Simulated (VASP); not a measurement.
Calculation: LDA (Ceperley-Alder, Perdew-Zunger), VASP's LDA PAW potentials (set 64) (plane waves; VASP 6.6.1).

VASP input:

POSCAR:
```
FePt
1
    2.7200000000     0.0000000000     0.0000000000
    0.0000000000     2.7200000000     0.0000000000
    0.0000000000     0.0000000000     3.7100000000
Fe Pt
1 1
Direct
  0.0000000000   0.0000000000   0.0000000000
  0.5000000000   0.5000000000   0.5000000000
```

INCAR:
```
! general
SYSTEM  = FePt
PREC    = Accurate
ENCUT   = 400   ! plane-wave cut-off (eV)
LREAL   = F   ! projection in real space or not
LASPH   = T

! electronic loop
EDIFF   = 1E-6   ! SCF stop (eV)
NELM    = 100
ALGO    = Normal
LMAXMIX = 6

! smearing
ISMEAR  = 1   ! Methfessel-Paxton
SIGMA   = 0.1

! spin
ISPIN   = 2
MAGMOM  = 3.0 0.0

! ions
IBRION  = 2
NSW     = 60
ISIF    = 3   ! ions, shape and volume
EDIFFG  = -0.01   ! ionic stop

! output
LWAVE   = F
LCHARG  = F
LORBIT  = 10
```

### KPOINTS
```
Automatic mesh
0
Gamma
12 12 9
0 0 0
```

POTCAR, in this order: Fe Pt (LDA.64 set). Program: vasp_std.

The run wrote:

File OSZICAR:
```
...
DAV:  14    -0.169516949776E+02    0.45591E-05   -0.61157E-06 10659   0.565E-02    0.108E-02
DAV:  15    -0.169516945990E+02    0.37862E-06   -0.77182E-07  5093   0.234E-02
   1 F= -.16951695E+02 E0= -.16951566E+02  d E =-.169517E+02  mag=     3.1742
       N       E                     dE             d eps       ncg     rms          rms(c)
DAV:   1    -0.204142312151E+02   -0.34625E+01   -0.64629E+01  8617   0.111E+02    0.197E+01
DAV:   2    -0.169099239742E+02    0.35043E+01   -0.77282E+00  9709   0.366E+01    0.753E+00
DAV:   3    -0.168102212118E+02    0.99703E-01   -0.30428E-01 10439   0.603E+00    0.418E+00
DAV:   4    -0.168106546225E+02   -0.43341E-03   -0.83218E-02 11601   0.776E+00    0.157E+00
DAV:   5    -0.168073836362E+02    0.32710E-02   -0.70212E-02 10283   0.791E+00    0.193E+00
DAV:   6    -0.168015451965E+02    0.58384E-02   -0.15769E-02 12025   0.268E+00    0.917E-01
DAV:   7    -0.167998110232E+02    0.17342E-02   -0.80305E-03 12786   0.184E+00    0.361E-01
DAV:   8    -0.167998940693E+02   -0.83046E-04   -0.61385E-04 11822   0.270E-01    0.136E-01
DAV:   9    -0.167999018616E+02   -0.77923E-05   -0.49149E-05 10180   0.796E-02    0.380E-02
DAV:  10    -0.167999091062E+02   -0.72446E-05   -0.59289E-06 11595   0.289E-02    0.260E-02
DAV:  11    -0.167999095486E+02   -0.44242E-06   -0.27672E-06  7225   0.429E-02
   2 F= -.16799910E+02 E0= -.16799958E+02  d E =0.151785E+00  mag=     2.6361
       N       E                     dE             d eps       ncg     rms          rms(c)
DAV:   1    -0.186139292149E+02   -0.18140E+01   -0.29334E+01  8519   0.801E+01    0.986E+00
DAV:   2    -0.170542045370E+02    0.15597E+01   -0.38326E+00  9779   0.278E+01    0.621E+00
DAV:   3    -0.170687514287E+02   -0.14547E-01   -0.31091E-01 11116   0.133E+01    0.504E+00
DAV:   4    -0.170231049767E+02    0.45646E-01   -0.18084E-01 10895   0.132E+01    0.189E+00
DAV:   5    -0.170152626426E+02    0.78423E-02   -0.49142E-02 10097   0.617E+00    0.155E+00
DAV:   6    -0.170094648149E+02    0.57978E-02   -0.10818E-02 12627   0.235E+00    0.218E-01
DAV:   7    -0.170096582503E+02   -0.19344E-03   -0.60263E-04  9472   0.240E-01    0.803E-02
DAV:   8    -0.170096704302E+02   -0.12180E-04   -0.46881E-05 12389   0.951E-02    0.544E-02
DAV:   9    -0.170096756217E+02   -0.51916E-05   -0.13234E-05 11296   0.623E-02    0.125E-02
DAV:  10    -0.170096760860E+02   -0.46432E-06   -0.78200E-07  5334   0.124E-02
   3 F= -.17009676E+02 E0= -.17009780E+02  d E =-.579815E-01  mag=     3.0391
       N       E                     dE             d eps       ncg     rms          rms(c)
DAV:   1    -0.170107842184E+02   -0.11086E-02   -0.16968E-02  8561   0.187E+00    0.248E-01
DAV:   2    -0.170098433909E+02    0.94083E-03   -0.22379E-03  9590   0.684E-01    0.145E-01
DAV:   3    -0.170098494947E+02   -0.61038E-05   -0.11280E-04 11225   0.240E-01    0.104E-01
DAV:   4    -0.170098331379E+02    0.16357E-04   -0.82507E-05 11095   0.262E-01    0.366E-02
DAV:   5    -0.170098277776E+02    0.53603E-05   -0.26922E-05 10200   0.150E-01    0.291E-02
DAV:   6    -0.170098246339E+02    0.31437E-05   -0.55297E-06 11795   0.464E-02    0.423E-03
DAV:   7    -0.170098247271E+02   -0.93232E-07   -0.31211E-07  4412   0.600E-03
   4 F= -.17009825E+02 E0= -.17009926E+02  d E =-.581301E-01  mag=     3.0344
       N       E                     dE             d eps       ncg     rms          rms(c)
DAV:   1    -0.170100070339E+02   -0.18240E-03   -0.34864E-03  8575   0.849E-01    0.112E-01
DAV:   2    -0.170098146960E+02    0.19234E-03   -0.45826E-04  9625   0.310E-01    0.661E-02
DAV:   3    -0.170098161108E+02   -0.14148E-05   -0.22986E-05 11250   0.108E-01    0.472E-02
DAV:   4    -0.170098128234E+02    0.32874E-05   -0.16834E-05 11077   0.119E-01    0.165E-02
DAV:   5    -0.170098117650E+02    0.10583E-05   -0.55038E-06  9373   0.679E-02    0.132E-02
DAV:   6    -0.170098111294E+02    0.63568E-06   -0.88758E-07  5684   0.212E-02
   5 F= -.17009811E+02 E0= -.17009912E+02  d E =-.581165E-01  mag=     3.0323
       N       E                     dE             d eps       ncg     rms          rms(c)
DAV:   1    -0.170149712286E+02   -0.51595E-02   -0.21965E-01  9415   0.384E+00    0.434E-01
DAV:   2    -0.170142705612E+02    0.70067E-03   -0.13057E-02 11708   0.299E+00    0.603E-01
DAV:   3    -0.170117969476E+02    0.24736E-02   -0.66864E-03 10715   0.245E+00    0.209E-01
DAV:   4    -0.170112756683E+02    0.52128E-03   -0.75205E-04 11633   0.333E-01    0.849E-02
DAV:   5    -0.170112530431E+02    0.22625E-04   -0.66141E-05 12561   0.166E-01    0.293E-02
DAV:   6    -0.170112486000E+02    0.44430E-05   -0.35829E-06  9111   0.238E-02    0.129E-02
DAV:   7    -0.170112479186E+02    0.68141E-06   -0.68517E-07  4848   0.131E-02
   6 F= -.17011248E+02 E0= -.17011392E+02  d E =-.143679E-02  mag=     3.0228
       N       E                     dE             d eps       ncg     rms          rms(c)
DAV:   1    -0.170160823739E+02   -0.48338E-02   -0.27611E-01  9394   0.431E+00    0.488E-01
DAV:   2    -0.170150452963E+02    0.10371E-02   -0.16089E-02 11637   0.334E+00    0.654E-01
DAV:   3    -0.170120370077E+02    0.30083E-02   -0.83360E-03 10699   0.275E+00    0.239E-01
DAV:   4    -0.170113477711E+02    0.68924E-03   -0.99837E-04 11770   0.394E-01    0.937E-02
DAV:   5    -0.170113218129E+02    0.25958E-04   -0.82073E-05 12627   0.179E-01    0.298E-02
DAV:   6    -0.170113167261E+02    0.50868E-05   -0.41691E-06  9353   0.262E-02    0.139E-02
DAV:   7    -0.170113158115E+02    0.91461E-06   -0.85441E-07  5223   0.143E-02
   7 F= -.17011316E+02 E0= -.17011456E+02  d E =-.150468E-02  mag=     3.0137
       N       E                     dE             d eps       ncg     rms          rms(c)
DAV:   1    -0.170125113653E+02   -0.11946E-02   -0.58735E-02  9380   0.200E+00    0.223E-01
DAV:   2    -0.170122556032E+02    0.25576E-03   -0.31911E-03 11577   0.153E+00    0.290E-01
DAV:   3    -0.170116616175E+02    0.59399E-03   -0.17181E-03 10730   0.122E+00    0.112E-01
DAV:   4    -0.170115119931E+02    0.14962E-03   -0.21286E-04 11764   0.179E-01    0.422E-02
DAV:   5    -0.170115068994E+02    0.50937E-05   -0.18301E-05 12548   0.847E-02    0.130E-02
DAV:   6    -0.170115058652E+02    0.10342E-05   -0.81533E-07  4924   0.129E-02    0.630E-03
DAV:   7    -0.170115056646E+02    0.20054E-06   -0.29702E-07  4368   0.587E-03
   8 F= -.17011506E+02 E0= -.17011656E+02  d E =-.169454E-02  mag=     3.0176
       N       E                     dE             d eps       ncg     rms          rms(c)
DAV:   1    -0.170144082948E+02   -0.29024E-02   -0.53088E-02  8505   0.330E+00    0.438E-01
DAV:   2    -0.170114262458E+02    0.29820E-02   -0.71055E-03  9716   0.116E+00    0.256E-01
DAV:   3    -0.170114301253E+02   -0.38795E-05   -0.21687E-04 11014   0.268E-01    0.159E-01
DAV:   4    -0.170114085866E+02    0.21539E-04   -0.14425E-04 11148   0.348E-01    0.581E-02
DAV:   5    -0.170113958361E+02    0.12750E-04   -0.81004E-05 10228   0.260E-01    0.514E-02
DAV:   6    -0.170113857637E+02    0.10072E-04   -0.18663E-05 12278   0.984E-02    0.754E-03
DAV:   7    -0.170113860152E+02   -0.25154E-06   -0.90513E-07  5114   0.149E-02
   9 F= -.17011386E+02 E0= -.17011531E+02  d E =0.119649E-03  mag=     3.0265
       N       E                     dE             d eps       ncg     rms          rms(c)
DAV:   1    -0.170129043289E+02   -0.15186E-02   -0.23789E-02  8505   0.221E+00    0.296E-01
DAV:   2    -0.170115712905E+02    0.13330E-02   -0.31577E-03  9667   0.782E-01    0.170E-01
DAV:   3    -0.170115747293E+02   -0.34388E-05   -0.12000E-04 11122   0.218E-01    0.111E-01
DAV:   4    -0.170115609832E+02    0.13746E-04   -0.84122E-05 11050   0.267E-01    0.393E-02
DAV:   5    -0.170115543126E+02    0.66706E-05   -0.36390E-05 10193   0.175E-01    0.331E-02
DAV:   6    -0.170115499023E+02    0.44103E-05   -0.79055E-06 12088   0.616E-02    0.513E-03
DAV:   7    -0.170115500130E+02   -0.11078E-06   -0.38574E-07  4417   0.981E-03
  10 F= -.17011550E+02 E0= -.17011699E+02  d E =-.443484E-04  mag=     3.0206
```

### OUTCAR
```
------------------------ aborting loop because EDIFF is reached ----------------------------------------
  FORCE on cell =-STRESS in cart. coord.  units (eV):
  Direction    XX          YY          ZZ          XY          YZ          ZX
  --------------------------------------------------------------------------------------
  Total       -0.0031691     -0.0031691     -0.0015874      0.0000000      0.0000000     -0.0000000
  in kB       -0.1952152     -0.1952152     -0.0977789      0.0000000      0.0000000     -0.0000000
  external PRESSURE =      -0.1627364 kB  Pullay stress =       0.0000000 kB
  volume of cell :       26.01
      direct lattice vectors                 reciprocal lattice vectors
     2.656492116  0.000000000 -0.000000000     0.376436276  0.000000000  0.000000000
     0.000000000  2.656492116 -0.000000000     0.000000000  0.376436276  0.000000000
    -0.000000000 -0.000000000  3.685720315     0.000000000  0.000000000  0.271317386
 POSITION                                       TOTAL-FORCE (eV/Angst)
 -----------------------------------------------------------------------------------
      0.00000      0.00000      0.00000        -0.000000     -0.000000      0.000000
      1.32825      1.32825      1.84286         0.000000      0.000000      0.000000
 -----------------------------------------------------------------------------------
    total drift:                                0.000000     -0.000000     -0.000000
  FREE ENERGIE OF THE ION-ELECTRON SYSTEM (eV)
  ---------------------------------------------------
  free  energy   TOTEN  =       -17.0115500130 eV

  energy  without entropy=      -17.0119957813  energy(sigma->0) =      -17.01169860

 total charge

# of ion       s       p       d       tot
------------------------------------------
    1        0.432   0.497   6.216   7.145
    2        0.746   0.736   8.087   9.569
--------------------------------------------------
tot          1.177   1.233  14.303  16.714

 magnetization (x)

# of ion       s       p       d       tot
------------------------------------------
    1       -0.000  -0.002   2.662   2.660
    2       -0.022  -0.058   0.386   0.306
--------------------------------------------------
tot         -0.022  -0.059   3.048   2.966

 reached required accuracy - stopping structural energy minimisation
```
(Selected blocks of OUTCAR.)

**CONTCAR**
```
FePt
   1.00000000000000
     2.6564921155985699    0.0000000000000000   -0.0000000000000000
     0.0000000000000000    2.6564921155985699   -0.0000000000000000
    -0.0000000000000000   -0.0000000000000000    3.6857203149290840
  Fe              Pt
     1     1
Direct
     0.0000000000000000    0.0000000000000000    0.0000000000000000
     0.5000000000000000    0.5000000000000000    0.5000000000000000
```

Energy and stress use the plane-wave basis of the starting cell.

The compound is FePt in the L1_0 structure. This run relaxes it. Symmetry was kept, so distortions that lower it aren't found.
